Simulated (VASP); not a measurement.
Computed with rev-vdW-DF2, VASP's PBE PAW potentials (set 64) (plane waves; VASP).

A VASP calculation is set up with these files.

**POSCAR**
```
Au
2.9149680
  0.0000000000   0.7071066921   0.7071066921
  0.7071066921   0.0000000000   0.7071066921
  0.7071066921   0.7071066921   0.0000000000
Au
1
direct
  0.0000000000   0.0000000000   0.0000000000
```

INCAR:
```
SYSTEM = Au
PREC = Accurate
ENCUT = 520
EDIFF = 1E-7
NELM = 100
ALGO = Normal
LREAL = .FALSE.
LASPH = .TRUE.
ISMEAR = -5
GGA = MK
PARAM1 = 0.1234568
PARAM2 = 0.7114
ZAB_VDW = -1.8867
LUSE_VDW = .TRUE.
AGGAC = 0.0
LMAXMIX = 6
LWAVE = .FALSE.
LCHARG = .TRUE.
LORBIT = 11
NEDOS = 601
ISIF = 2
```

File KPOINTS:
```
Automatic mesh
0
gamma
 17 17 17
0 0 0
```

POTCAR, in this order: Au (PBE.64 set). Program: vasp_std.

Question: What will the output report for the number of irreducible k-points (NKPTS), largest plane-wave count, number of space-group operations, FFT grid (NGX, NGY, NGZ)?

Answer: 
```yaml
number of irreducible k-points (NKPTS): 165
largest_plane_wave_count: 495
number_of_space_group_operations: 48
FFT grid (NGX, NGY, NGZ): 24 × 24 × 24
```

The compound is Au in the fcc structure. It was relaxed first.
